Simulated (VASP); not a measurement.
Input of a VASP 6.6.1 run:

INCAR

```
PREC = Accurate ; ENCUT = 600
EDIFF = 1E-7 ; ISMEAR = 0
SIGMA = 0.05 ; LREAL = F
LASPH = T ; NELM = 80
ALGO = Normal ; ISIF = 3
LWAVE = F ; LCHARG = F
METAGGA = SCAN ; LMIXTAU = T
IBRION = 2 ; NSW = 40
EDIFFG = -0.01
```

KPOINTS

```
Automatic mesh
0
Gamma
  12 12 12
```

POSCAR

```
BPt
1.0
   -1.6113195500      1.6113195500      2.2516265200
    1.6113195500     -1.6113195500      2.2516265200
    1.6113195500      1.6113195500     -2.2516265200
B Pt
1 1
Direct
    0.5000000000      0.5000000000      0.0000000000
    0.0000000000      0.0000000000      0.0000000000
```

Potentials or basis: VASP PAW PBE potentials, release 64 (B, Pt).

Launch:

```sh
$ cat potpaw_PBE.64/B/POTCAR potpaw_PBE.64/Pt/POTCAR > POTCAR
$ mpirun -np 1 vasp_std > vasp.out
```

(1) What does it give for the relaxed volume?

(2) What does it give for the relaxed cell?

(3) What does it give for the band gap on the k mesh?

## Answers

(1) 11.22 Å³/atom.

(2) a = 3.166 Å, b = 3.166 Å, c = 3.166 Å, α = 120.00°, β = 120.00°, γ = 90.01°.

(3) none (metal or under the smearing width).

Caveat: the PAW data sets were made with another functional, which shifts forces and pressure a little.
